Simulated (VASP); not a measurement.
Given:

```yaml
crystal:
  lattice:
    - [1.50228, -2.52625, 0.00000]
    - [1.50228, 2.52625, 0.00000]
    - [0.00000, 0.00000, 2.83996]
  atoms:
    - { symbol: W, position: [0.00000, 0.00000, 0.00000] }
    - { symbol: C, position: [0.33333, 0.66667, 0.50000] }
```

All values below come from r2SCAN meta-GGA, VASP's PBE PAW potentials (set 64) (plane waves; VASP). Numerical set-up: 600 eV cut-off, 14×14×12 Γ-centred mesh, first-order Methfessel-Paxton smearing of 0.10 eV, potentials W_sv C.

Q: Which forces act on the atoms, in eV/Å?

A: 
```json
[
 {"atom": "W1", "Fx": "0.000", "Fy": "0.122", "Fz": "0.000"},
 {"atom": "C2", "Fx": "0.000", "Fy": "-0.122", "Fz": "0.000"}
]
```

Q: Give the stress tensor in GPa (positive for a compressed cell).

A: 
```
-20.06    0.00    0.00
  0.00   -7.08    0.00
  0.00    0.00   -4.55
```
The pressure is its mean diagonal, -10.56 GPa.

The compound is WC in the wc structure. This cell was strained or had an atom moved on purpose.
